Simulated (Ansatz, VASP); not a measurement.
## NaCa2H2 in VASP and in Ansatz

Contents of INCAR:

```
  PREC = Accurate
  ENCUT = 520
  EDIFF = 1E-7
  ISMEAR = 0
  SIGMA = 0.1
  LREAL = F
  LASPH = T
  NELM = 100
  ALGO = Normal
  ISIF = 2
  LWAVE = F
  LCHARG = F
  GGA = PE
  NBANDS = 22
```

The input KPOINTS:

```
Automatic mesh
0
Gamma
  6 6 6
```

Contents of POSCAR:

```
NaCa2H2
1.0
    4.6312130500      0.0000000000      0.0000000000
   -2.3156065300      4.0107481500      0.0000000000
    0.0000000000      0.0000000000      3.7054970600
Na Ca H
1 2 2
Direct
    0.0000000000      0.0000000000      0.6483049900
    0.3333333300      0.6666666700      0.0467269100
    0.6666666700      0.3333333300      0.0467269100
    0.3333333300      0.6666666700      0.6211387100
    0.6666666700      0.3333333300      0.6211387100
```

Input for Ansatz:

```yaml
crystal:
  lattice:
    - [4.63121305, 0.0, 0.0]
    - [-2.31560653, 4.01074815, 0.0]
    - [0.0, 0.0, 3.70549706]
  atoms:
    - { symbol: Na, position: [0.0, 0.0, 0.64830499] }
    - { symbol: Ca, position: [0.33333333, 0.66666667, 0.04672691] }
    - { symbol: Ca, position: [0.66666667, 0.33333333, 0.04672691] }
    - { symbol: H, position: [0.33333333, 0.66666667, 0.62113871] }
    - { symbol: H, position: [0.66666667, 0.33333333, 0.62113871] }
basis:
  ecutwfc: 420
kpoints:
  mp_grid: { grid: [6, 6, 6] }
hamiltonian:
  xc: pbe
scf:
  occupations: { method: gaussian, width: 0.1 }
  lower_state_search: "off"
output:
  forces: true
  stress: true
  eigenvalues: true
```

Alike in both runs: task single point; functional PBE; k mesh 6 × 6 × 6; occupations gaussian, width 0.1 eV; no spin polarisation.

```csv
,VASP,Ansatz
version,VASP 6.6.1,Ansatz 0.2.0
potentials or method,"VASP PAW PBE potentials, release 64 (Na_pv, Ca_sv, H)","scalar-relativistic, plane waves, PAW"
plane-wave cutoff (eV),520,420
valence electrons in the cell,29,31
```

Ansatz gave:

| Property | Result |
| --- | --- |
| gap on the k mesh at the Fermi level (eV) | none |
| rms of the force components (eV/Å) | 2.877 |

Q: What did VASP give for the same quantities?

A: gap on the k mesh at the Fermi level (eV): none; rms of the force components (eV/Å): 2.897.

Atom by atom the forces differ by 0.020 eV/Å (rms over components). A gap of «none» marks a metal or a gap that the smearing closes. The functional is the same, so the differences come from potentials, cutoffs and numerics. The two sets of potentials don't hold the same shells in valence.

Caveats: forces of over 1 eV/Å show positions far from the minimum, so gaps and moduli don't describe the material at rest.
